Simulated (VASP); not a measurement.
GaP (zinc blende):

```
GaP
1.0
    0.00000     2.72500     2.72500
    2.72500     0.00000     2.72500
    2.72500     2.72500     0.00000
Ga P
1 1
Direct
  0.00000   0.00000   0.00000
  0.25000   0.25000   0.25000
```

The lowest empty band near the point 0.84 of the way from Γ to X, direction across the valley's axis, from PBE with spin-orbit coupling in VASP (PAW); its two spin partners are averaged. The gap over the points computed is 1.56 eV, and the next band on that side lies 0.58 eV away at the edge.

Run with 400 eV cut-off, 9×9×9 Γ-centred mesh, Gaussian smearing of 0.050 eV, potentials Ga_d P.

```tsv
distance from the edge in k (1/Å)	distance in energy (meV)
0.025	10.4
0.035	20.4
0.050	41.5
0.070	80.8
```

Fit E(1 + αE) = ħ²k²/2m* (ħ²/2m0 = 3.810 eV Å²) and predict the row at 0.095 1/Å.

Least squares on the energies gives the electron mass m* = 0.228 m0 and α = 0.16 per eV, and so 147.2 meV. The run gave 147.3 meV, +0.1 meV from the fit.

Left out are points under 3 meV from the edge, since the levels carry 0.1 meV, and points farther than half the way to the next band.

The compound is GaP in the zinc blende structure. The cell was not relaxed at this level.
